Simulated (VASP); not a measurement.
VASP ran on this input.

**INCAR**
```
# general
SYSTEM  = SbPd
PREC    = Low
ENCUT   = 400
LREAL   = F
LASPH   = T

# electronic loop
EDIFF   = 1E-6
NELM    = 100
ALGO    = Normal
LMAXMIX = 4

# smearing
ISMEAR  = 1
SIGMA   = 0.1

# functional
GGA     = PE

# ions
ISIF    = 2

# output
LWAVE   = F
LCHARG  = F
```

**POSCAR**
```
SbPd
5.8695180
  0.0000000000   0.5000000000   0.5000000000
  0.5000000000   0.0000000000   0.5000000000
  0.5000000000   0.5000000000   0.0000000000
Sb Pd
1 1
Direct
  0.0000000000   0.0000000000   0.0000000000
  0.5000000000   0.5000000000   0.5000000000
```

KPOINTS:
```
Automatic mesh
0
gamma
  10 10 10
```

POTCAR, in this order: Sb Pd (PBE.64 set). Program: vasp_std.

**Question.** Write an equivalent input for Quantum ESPRESSO's pw.x.

**Answer.** One equivalent input (not run):
```
&CONTROL
  calculation = 'scf'
  pseudo_dir = './pseudo'
  outdir = './out'
  tprnfor = .true.
  tstress = .true.
/
&SYSTEM
  ibrav = 0
  nat = 2
  ntyp = 2
  ecutwfc = 82
  occupations = 'smearing'
  smearing = 'methfessel-paxton'
  degauss = 0.00735
  input_dft = 'pbe'
/
&ELECTRONS
  conv_thr = 7.3e-08
  electron_maxstep = 100
/
ATOMIC_SPECIES
  Sb 121.760 Sb.upf
  Pd 106.420 Pd.upf
CELL_PARAMETERS angstrom
     0.0000000    2.9347590    2.9347590
     2.9347590    0.0000000    2.9347590
     2.9347590    2.9347590    0.0000000
ATOMIC_POSITIONS crystal
  Sb   0.0000000  0.0000000  0.0000000
  Pd   0.5000000  0.5000000  0.5000000
K_POINTS automatic
  10 10 10 0 0 0
```
Limits of the translation: the potentials are each code's own (VASP's PAW set, PseudoDojo norm-conserving files in pw.x), so ENCUT and ecutwfc are chosen apart and not converted; conv_thr bounds pw.x's estimated SCF error, while EDIFF bounds the energy change between steps.

The structure was generated: SbPd was put into the rocksalt type (Fm-3m), which need not be its known phase. The cell was not relaxed at this level. The run is one of a series of settings (PREC = Low against the base run), some of them coarse on purpose.
